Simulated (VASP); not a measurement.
A VASP calculation is set up with these files.

### INCAR
```
# general
SYSTEM =Ti4AlN3
PREC   =Accurate
ENCUT  =520
LREAL  =Auto
LASPH  =.TRUE.

# electronic loop
EDIFF  =1E-6
NELM   =100
ALGO   =Normal
LMAXMIX=4

# smearing
ISMEAR =1
SIGMA  =0.1

# ions
IBRION =2
NSW    =60
ISIF   =3
EDIFFG =-0.02

# output
LWAVE  =.FALSE.
LCHARG =.FALSE.
```

### KPOINTS
```
Automatic mesh
0
Gamma
11 11 2
0 0 0
```

File POSCAR:
```
Ti4AlN3
1.0
  1.4713105207  -2.5483846648   0.0000000000
  1.4713105207   2.5483846648   0.0000000000
  0.0000000000   0.0000000000  23.0823565334
Ti Al N
8 2 6
Cart
  0.0000000000   0.0000000000   3.5504959721
  1.4713105207   2.5483846648  15.0916742388
  1.4713105207   2.5483846648  19.5318605613
  0.0000000000   0.0000000000   7.9906822946
  1.4713105207   0.8494632539   1.2377638203
  1.4713105207  -0.8494632539  12.7789420870
  1.4713105207  -0.8494632539  21.8445927131
  1.4713105207   0.8494632539  10.3034144464
  1.4713105207   0.8494632539   5.7705891333
  1.4713105207  -0.8494632539  17.3117674000
  1.4713105207   2.5483846648   0.0000000000
  1.4713105207   2.5483846648  11.5411782667
  1.4713105207   0.8494632539  13.9746252918
  1.4713105207  -0.8494632539   2.4334470251
  1.4713105207  -0.8494632539   9.1077312416
  1.4713105207   0.8494632539  20.6489095083
```

POTCAR, in this order: Ti_sv Al N (LDA.64 set). Program: vasp_std.

Task: Translate this LDA calculation to Quantum ESPRESSO's pw.x.

Result: One equivalent input (not run):
```
&CONTROL
  calculation = 'vc-relax'
  pseudo_dir = './pseudo'
  outdir = './out'
  tprnfor = .true.
  tstress = .true.
  nstep = 60
  forc_conv_thr = 0.00078
/
&SYSTEM
  ibrav = 0
  nat = 16
  ntyp = 3
  ecutwfc = 84
  occupations = 'smearing'
  smearing = 'methfessel-paxton'
  degauss = 0.00735
  input_dft = 'pz'
/
&ELECTRONS
  conv_thr = 7.3e-08
  electron_maxstep = 100
/
&IONS
/
&CELL
/
ATOMIC_SPECIES
  Ti 47.867 Ti.upf
  Al 26.982 Al.upf
  N 14.007 N.upf
CELL_PARAMETERS angstrom
     1.4713105   -2.5483847   -0.0000000
     1.4713105    2.5483847    0.0000000
     0.0000000   -0.0000000   23.0823565
ATOMIC_POSITIONS crystal
  Ti   0.0000000  0.0000000  0.1538186
  Ti   0.0000000  1.0000000  0.6538186
  Ti   0.0000000  1.0000000  0.8461814
  Ti   0.0000000  0.0000000  0.3461814
  Ti   0.3333330  0.6666670  0.0536238
  Ti   0.6666670  0.3333330  0.5536238
  Ti   0.6666670  0.3333330  0.9463762
  Ti   0.3333330  0.6666670  0.4463762
  Al   0.3333330  0.6666670  0.2500000
  Al   0.6666670  0.3333330  0.7500000
  N    0.0000000  1.0000000  0.0000000
  N    0.0000000  1.0000000  0.5000000
  N    0.3333330  0.6666670  0.6054245
  N    0.6666670  0.3333330  0.1054245
  N    0.6666670  0.3333330  0.3945755
  N    0.3333330  0.6666670  0.8945755
K_POINTS automatic
  11 11 2 0 0 0
```
Limits of the translation: the potentials are each code's own (VASP's PAW set, PseudoDojo norm-conserving files in pw.x), so ENCUT and ecutwfc are chosen apart and not converted; conv_thr bounds pw.x's estimated SCF error, while EDIFF bounds the energy change between steps; forc_conv_thr acts on force components and is met together with etot_conv_thr.

The compound is Ti4AlN3 in the sg194 structure. This run relaxes it. Symmetry was kept, so distortions that lower it aren't found. The start is the result of an earlier pass.
